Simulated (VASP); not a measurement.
An input for Quantum ESPRESSO's pw.x (written as the equivalent of a VASP run, and not itself run):

```
&CONTROL
  calculation = 'vc-relax'
  pseudo_dir = './pseudo'
  outdir = './out'
  tprnfor = .true.
  tstress = .true.
  nstep = 60
  forc_conv_thr = 0.00078
/
&SYSTEM
  ibrav = 0
  nat = 6
  ntyp = 2
  ecutwfc = 82.3
  occupations = 'smearing'
  smearing = 'gaussian'
  degauss = 0.003675
  input_dft = 'pbe'
  vdw_corr = 'grimme-d3'
  dftd3_version = 4
  dftd3_threebody = .false.
/
&ELECTRONS
  conv_thr = 7.3e-08
  electron_maxstep = 100
/
&IONS
/
&CELL
/
ATOMIC_SPECIES
  Mo 95.950 Mo.upf
  Te 127.600 Te.upf
CELL_PARAMETERS angstrom
     3.4915459    0.0000000    0.0000000
    -1.7457729    3.0237678   -0.0000000
     0.0000000   -0.0000000   13.6867047
ATOMIC_POSITIONS crystal
  Mo   0.3333330  0.6666670  0.2500000
  Mo   0.6666670  0.3333330  0.7500000
  Te   0.3333330  0.6666670  0.6170655
  Te   0.6666670  0.3333330  0.1170655
  Te   0.3333330  0.6666670  0.8829345
  Te   0.6666670  0.3333330  0.3829345
K_POINTS automatic
  7 7 2 0 0 0
```

Q: Write the VASP files for the same calculation (PBE-D3(BJ)).

A: This is not unique; one that fits is 
File KPOINTS:
```
Automatic mesh
0
G
 7 7 2
0 0 0
```

INCAR:
```
SYSTEM = Te2Mo
PREC = Accurate; ENCUT = 400; LREAL = .FALSE.
LASPH = .TRUE.
EDIFF = 1E-6; NELM = 100; ALGO = Normal
LMAXMIX = 4
ISMEAR = 0; SIGMA = 0.05
GGA = PE; IVDW = 12
IBRION = 2; NSW = 60; ISIF = 3
EDIFFG = -0.02
LWAVE = .FALSE.; LCHARG = .FALSE.
```

File POSCAR:
```
Te2Mo
1.0
  3.4915458799   0.0000000000   0.0000000000
 -1.7457729399   3.0237678451   0.0000000000
  0.0000000000   0.0000000000  13.6867046819
Mo Te
2 4
Direct
  0.3333330000   0.6666670000   0.2500000000
  0.6666670000   0.3333330000   0.7500000000
  0.3333330000   0.6666670000   0.6170655072
  0.6666670000   0.3333330000   0.1170655072
  0.3333330000   0.6666670000   0.8829344928
  0.6666670000   0.3333330000   0.3829344928
```

POTCAR, in this order: Mo_sv Te (PBE.64 set). Program: vasp_std.

What does not carry over: the potentials are each code's own (VASP's PAW set, PseudoDojo norm-conserving files in pw.x), so ENCUT and ecutwfc are chosen apart and not converted; conv_thr bounds pw.x's estimated SCF error, while EDIFF bounds the energy change between steps; forc_conv_thr acts on force components and is met together with etot_conv_thr.

The structure comes from a measured Te2Mo entry (P6_3/mmc) of the Crystallography Open Database, whose conditions weren't checked. This run relaxes it. Symmetry was kept, so distortions that lower it aren't found. The start is the result of an earlier pass.
